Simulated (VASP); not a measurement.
# TiO2 (P4_2/mnm) in VASP: Born charges and dielectric tensor with LDA

Aim: the Born charges and dielectric tensor of TiO2 with LDA.

Program: VASP 6.6.1. These are calculated values, not measurements. Logs are shortened: lines on timing, memory, paths and dates and some standing lists are left out, and cuts for length are marked.

**Experimental background.**

“Shallow Valence Band of Rutile GeO2 and P-type Doping”, 2020, arxiv:2011.08928 quotes, for a bulk crystal of TiO2 at 1.6 K: band gap 3.03 eV (direct).

The runs below are set against these values where they give the same quantity.

## (1) The crystal as given

The structure is tetragonal, space group P4_2/mnm (No. 136). The conventional cell has a = 4.552 Å, b = 4.552 Å, c = 2.922 Å, α = 90.00°, β = 90.00°, γ = 90.00°. Around Ti (site symmetry mmm) lie 6 O at 1.93 to 1.96 Å. O (site symmetry m2m) has 3 Ti at 1.93 to 1.96 Å as nearest neighbours.

## (2) Born charges and dielectric tensor, LDA

File INCAR:

```
ALGO = Fast ; EDIFF = 1E-8
ENCUT = 600 ; IBRION = 8
ISIF = 2 ; ISMEAR = 0
LASPH = T ; LCHARG = F
LEPSILON = T ; LREAL = F
LWAVE = F ; NELM = 80
NSW = 1 ; PREC = Accurate
SIGMA = 0.02
```

File KPOINTS:

```
k-points
0
Gamma
  6 6 10
```

File POSCAR:

```
TiO2
1.0
    4.5521200000      0.0000000000      0.0000000000
    0.0000000000      4.5521200000      0.0000000000
    0.0000000000      0.0000000000      2.9218700000
Ti O
2 4
Direct
    0.0000000000      0.0000000000      0.0000000000
    0.5000000000      0.5000000000      0.5000000000
    0.3038500000      0.3038500000      0.0000000000
    0.1961500000      0.8038500000      0.5000000000
    0.6961500000      0.6961500000      0.0000000000
    0.8038500000      0.1961500000      0.5000000000
```

Potentials or basis: VASP PAW LDA potentials, release 64 (Ti_sv, O).

Run with:

```sh
cat potpaw_LDA.64/Ti_sv/POTCAR potpaw_LDA.64/O/POTCAR > POTCAR
mpirun -np 1 vasp_std > vasp.out
```

OUTCAR:

```text
EDIFF = 1E-8
   ENCUT = 600
   IBRION = 8
   ISIF = 2
   ISMEAR = 0
   LASPH = T
   LEPSILON = T
   LREAL = F
   NELM = 80
   NSW = 1
   PREC = Accurate

 ion  position               nearest neighbor table
   1  0.000  0.000  0.000-   4 1.93   6 1.93   4 1.93   6 1.93   5 1.96   3 1.96
   2  0.500  0.500  0.500-   3 1.93   5 1.93   3 1.93   5 1.93   4 1.96   6 1.96
   3  0.304  0.304  0.000-   2 1.93   2 1.93   1 1.96
   4  0.196  0.804  0.500-   1 1.93   1 1.93   2 1.96
   5  0.696  0.696  0.000-   2 1.93   2 1.93   1 1.96
   6  0.804  0.196  0.500-   1 1.93   1 1.93   2 1.96

  LATTYP: Found a simple tetragonal cell.
 ALAT       =     4.5521200000
 C/A-ratio  =     0.6418701616

  Lattice vectors:

 A1 = (   4.5521200000,   0.0000000000,   0.0000000000)
 A2 = (   0.0000000000,   4.5521200000,   0.0000000000)
 A3 = (   0.0000000000,   0.0000000000,   2.9218700000)

Analysis of symmetry for initial positions (statically):
=====================================================================
 Subroutine PRICEL returns:
 Original cell was already a primitive cell.

[... 1088 lines left out ...]
  1Z     0.000000    0.000000   -1.913872    0.000000    0.000000    0.468787    0.000000    0.000000   -0.243361    0.000000    0.000000    0.965904    0.000000    0.000000   -0.243361    0.000000    0.000000    0.965904
  2X    15.006864    0.003378    0.000000  -17.448391   -4.593434    0.000000    2.043641    1.835062    0.000000   -0.822877    0.459966    0.000000    2.043641    1.835062    0.000000   -0.822877    0.459966    0.000000
  2Y     0.003378   15.006864    0.000000   -4.593434  -17.448391    0.000000    1.835062    2.043641    0.000000    0.459966   -0.822877    0.000000    1.835062    2.043641    0.000000    0.459966   -0.822877    0.000000
  2Z     0.000000    0.000000    0.468787    0.000000    0.000000   -1.913872    0.000000    0.000000    0.965904    0.000000    0.000000   -0.243361    0.000000    0.000000    0.965904    0.000000    0.000000   -0.243361
  3X    -0.822518   -0.450514    0.000000    2.044256    1.831177    0.000000  -12.230824   -6.942289    0.000000   -0.785300    1.002318    0.000000    5.969589    5.566128    0.000000    5.824796   -1.006820    0.000000
  3Y    -0.450514   -0.822518    0.000000    1.831177    2.044256    0.000000   -6.942289  -12.230824    0.000000   -1.006820    5.824796    0.000000    5.566128    5.969589    0.000000    1.002318   -0.785300    0.000000
  3Z     0.000000    0.000000   -0.252655    0.000000    0.000000    0.968298    0.000000    0.000000   -8.794460    0.000000    0.000000    2.091263    0.000000    0.000000    3.896290    0.000000    0.000000    2.091263
  4X     2.044256   -1.831177    0.000000   -0.822518    0.450514    0.000000   -0.785300   -1.002318    0.000000  -12.230824    6.942289    0.000000    5.824796    1.006820    0.000000    5.969589   -5.566128    0.000000
  4Y    -1.831177    2.044256    0.000000    0.450514   -0.822518    0.000000    1.006820    5.824796    0.000000    6.942289  -12.230824    0.000000   -1.002318   -0.785300    0.000000   -5.566128    5.969589    0.000000
  4Z     0.000000    0.000000    0.968298    0.000000    0.000000   -0.252655    0.000000    0.000000    2.091263    0.000000    0.000000   -8.794460    0.000000    0.000000    2.091263    0.000000    0.000000    3.896290
  5X    -0.822518   -0.450514    0.000000    2.044256    1.831177    0.000000    5.969589    5.566128    0.000000    5.824796   -1.006820    0.000000  -12.230824   -6.942289    0.000000   -0.785300    1.002318    0.000000
  5Y    -0.450514   -0.822518    0.000000    1.831177    2.044256    0.000000    5.566128    5.969589    0.000000    1.002318   -0.785300    0.000000   -6.942289  -12.230824    0.000000   -1.006820    5.824796    0.000000
  5Z     0.000000    0.000000   -0.252655    0.000000    0.000000    0.968298    0.000000    0.000000    3.896290    0.000000    0.000000    2.091263    0.000000    0.000000   -8.794460    0.000000    0.000000    2.091263
  6X     2.044256   -1.831177    0.000000   -0.822518    0.450514    0.000000    5.824796    1.006820    0.000000    5.969589   -5.566128    0.000000   -0.785300   -1.002318    0.000000  -12.230824    6.942289    0.000000
  6Y    -1.831177    2.044256    0.000000    0.450514   -0.822518    0.000000   -1.002318   -0.785300    0.000000   -5.566128    5.969589    0.000000    1.006820    5.824796    0.000000    6.942289  -12.230824    0.000000
  6Z     0.000000    0.000000    0.968298    0.000000    0.000000   -0.252655    0.000000    0.000000    2.091263    0.000000    0.000000    3.896290    0.000000    0.000000    2.091263    0.000000    0.000000   -8.794460

 Eigenvectors and eigenvalues of the dynamical matrix
 ----------------------------------------------------

   1 f  =   24.509927 THz   154.000414 2PiTHz  817.563169 cm-1   101.364868 meV
             X         Y         Z           dx          dy          dz
      0.000000  0.000000  0.000000     0.000000   -0.000000   -0.000000
      2.276060  2.276060  1.460935    -0.000000   -0.000000    0.000000
      1.383162  1.383162  0.000000    -0.353553   -0.353553   -0.000000
      0.892898  3.659222  1.460935    -0.353553    0.353553    0.000000
      3.168958  3.168958  0.000000     0.353553    0.353553    0.000000
      3.659222  0.892898  1.460935     0.353553   -0.353553    0.000000
[... 145 lines left out ...]
  18 f/i=    0.010068 THz     0.063259 2PiTHz    0.335831 cm-1     0.041638 meV
             X         Y         Z           dx          dy          dz
      0.000000  0.000000  0.000000    -0.000000   -0.000000   -0.546394
      2.276060  2.276060  1.460935    -0.000000   -0.000000   -0.546394
      1.383162  1.383162  0.000000    -0.000000   -0.000000   -0.317375
      0.892898  3.659222  1.460935    -0.000000   -0.000000   -0.317375
      3.168958  3.168958  0.000000    -0.000000   -0.000000   -0.317375
      3.659222  0.892898  1.460935    -0.000000   -0.000000   -0.317375

--------------------------------------------------------------------------------------------------------

 MACROSCOPIC STATIC DIELECTRIC TENSOR IONIC CONTRIBUTION
 ------------------------------------------------------
         143.673735     0.000000     0.000000
           0.000000   143.673735     0.000000
           0.000000     0.000000   243.574405
 ------------------------------------------------------

 ELASTIC MODULI CONTR FROM IONIC RELAXATION (kBar)
 Direction    XX          YY          ZZ          XY          YZ          ZX
 --------------------------------------------------------------------------------
 XX        -384.7822    226.2133   -129.6318      0.0000      0.0000      0.0000
 YY         226.2133   -384.7822   -129.6318     -0.0000     -0.0000     -0.0000
 ZZ        -129.6318   -129.6318   -211.9507     -0.0000      0.0000     -0.0000
 XY           0.0000     -0.0000     -0.0000    -11.2325      0.0000      0.0000
 YZ           0.0000     -0.0000      0.0000      0.0000   -368.6482     -0.0000
 ZX           0.0000     -0.0000     -0.0000      0.0000     -0.0000   -258.4122
 --------------------------------------------------------------------------------

 PIEZOELECTRIC TENSOR IONIC CONTR  for field in x, y, z        (C/m^2)
          XX          YY          ZZ          XY          YZ          ZX
  --------------------------------------------------------------------------------
  x     0.00000    -0.00000    -0.00000    -0.00000    -0.00000    -0.00000
  y     0.00000    -0.00000    -0.00000    -0.00000     0.00000     0.00000
  z    -0.00000     0.00000    -0.00000     0.00000     0.00000     0.00000
```

OSZICAR:

```text
N       E                     dE             d eps       ncg     rms          rms(c)
DAV:   1     0.707693036417E+03    0.70769E+03   -0.27339E+04  3360   0.223E+03
DAV:   2     0.576350964485E+02   -0.65006E+03   -0.63057E+03  3436   0.620E+02
DAV:   3    -0.695776426186E+02   -0.12721E+03   -0.12331E+03  5384   0.223E+02
[... 13 lines left out ...]
RMM:  76    -0.357675731634E+00    0.38398E-09   -0.15842E-06 16782   0.187E-03    0.209E-06
RMM:  77    -0.357675732175E+00   -0.54085E-09   -0.20502E-06 16801   0.186E-03    0.719E-07
RMM:  78    -0.357675731487E+00    0.68817E-09   -0.17052E-06 16816   0.186E-03    0.210E-06
RMM:  79    -0.357675732144E+00   -0.65689E-09   -0.26408E-06 16833   0.186E-03    0.744E-07
RMM:  80    -0.357675731505E+00    0.63859E-09   -0.17171E-06 16842   0.186E-03    0.203E-06
 Linear response finished
```

stdout:

```text
[... 33 lines left out ...]
 num prob  num prob  num prob  num prob  num prob  num prob  num prob  num prob  num prob  num prob  num prob  num prob  num prob  num prob  num prob
```

It took 51 min on 1 thread of Intel Xeon 6975P-C (Granite Rapids), shared host; peak memory 0.64 GiB.

What came out:

```
Band gap on the k mesh                                  : 1.82 eV, direct
Electronic dielectric tensor (diagonal)                 : 7.55, 7.55, 8.92
Born charges (mean of the diagonal)                     : Ti +6.78; O -3.39 e
Highest phonon frequency at Γ, LO-TO splitting left out : 818 cm⁻¹
```

Levels at points of the mesh, in eV from the valence-band top:
```csv
k point,band 21,band 22,band 23,band 24,band 25,band 26,band 27,band 28
"(0.00, 0.00, 0.00)",-0.70,-0.48,-0.48,0.00,1.82,2.10,2.40,2.51
"(0.50, 0.00, 0.00)",-1.70,-1.70,-0.79,-0.79,2.53,2.53,3.09,3.09
"(0.50, 0.50, 0.00)",-1.32,-1.32,-1.11,-1.11,1.86,1.86,2.54,2.54
"(0.00, 0.00, 0.50)",-2.57,-2.57,-1.47,-1.47,3.04,3.04,3.26,3.26
"(0.50, 0.00, 0.50)",-2.15,-2.15,-1.10,-1.10,1.86,1.86,3.29,3.29
"(0.50, 0.50, 0.50)",-1.39,-1.39,-0.68,-0.68,2.61,2.61,3.23,3.23
```

Phonon frequencies in cm⁻¹ (negative: imaginary):
```tsv
q point	frequencies
(0.000, 0.000, 0.000)	0 0 0 107 136 143 147 147 386 386 395 418 464 464 490 490 613 818
```

Electronic dielectric tensor:
```
7.55 0.00 0.00
0.00 7.55 0.00
0.00 0.00 8.92
```

Born effective charge tensors (e):
atom 1, Ti
```
6.34 1.02 0.00
1.02 6.34 0.00
0.00 0.00 7.66
```
atom 2, Ti
```
 6.34 -1.02  0.00
-1.02  6.34  0.00
 0.00  0.00  7.66
```
atom 3, O
```
-3.17 -1.81  0.00
-1.81 -3.17  0.00
 0.00  0.00 -3.83
```
atom 4, O
```
-3.17  1.81  0.00
 1.81 -3.17  0.00
 0.00  0.00 -3.83
```
atom 5, O
```
-3.17 -1.81  0.00
-1.81 -3.17  0.00
 0.00  0.00 -3.83
```
atom 6, O
```
-3.17  1.81  0.00
 1.81 -3.17  0.00
 0.00  0.00 -3.83
```

## (3) Comparison with measurements

Step 2. Against the measured gap of TiO2, 3.03 eV (direct; 1.6 K; quoted in “Shallow Valence Band of Rutile GeO2 and P-type Doping”, 2020, arxiv:2011.08928), the calculated 1.82 eV is off by -1.21 eV. 2 values of this kind are on record in papers (3.03 to 3.05 eV); this one was drawn at random among those near their median. The value is that of LDA on a finite k mesh, which can miss the band edges, without temperature or zero-point motion. Semilocal functionals fall short of measured gaps as a rule.
